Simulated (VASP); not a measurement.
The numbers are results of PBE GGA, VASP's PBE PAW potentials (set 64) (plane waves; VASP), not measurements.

The input files of a VASP run:

**INCAR**
```
ALGO = Normal
EDIFF = 1E-8
ENCUT = 300
GGA = PE
IBRION = 8
ISIF = 2
ISMEAR = -1
LASPH = T
LCHARG = F
LEPSILON = F
LMAXMIX = 6
LREAL = F
LWAVE = F
NELM = 100
NSW = 1
PREC = Accurate
SIGMA = 0.136
SYSTEM = Au
```

POSCAR:
```
Au
1
    0.0000000000     2.0481600000     2.0481600000
    2.0481600000     0.0000000000     2.0481600000
    2.0481600000     2.0481600000     0.0000000000
Au
1
Direct
  0.0000000000   0.0000000000   0.0000000000
```

KPOINTS:
```
Automatic mesh
0
Gamma
9 9 9
0 0 0
```

POTCAR, in this order: Au (PBE.64 set). Program: vasp_std.

### Question
What will the output report for the number of irreducible k-points (NKPTS), largest plane-wave count, number of space-group operations, FFT grid (NGX, NGY, NGZ)?

### Answer

```
Property                                       Value
--------------------------------------  ------------
number of irreducible k-points (NKPTS)            35
largest plane-wave count                         212
number of space-group operations                  48
FFT grid (NGX, NGY, NGZ)                16 × 16 × 16
```

The structure is a typed Au crystal (Fm-3m). The cell was not relaxed at this level. The run is one of a series of settings (EDIFF = 1E-8, IBRION = 8, LEPSILON = .FALSE., NSW = 1 against the base run), some of them coarse on purpose.
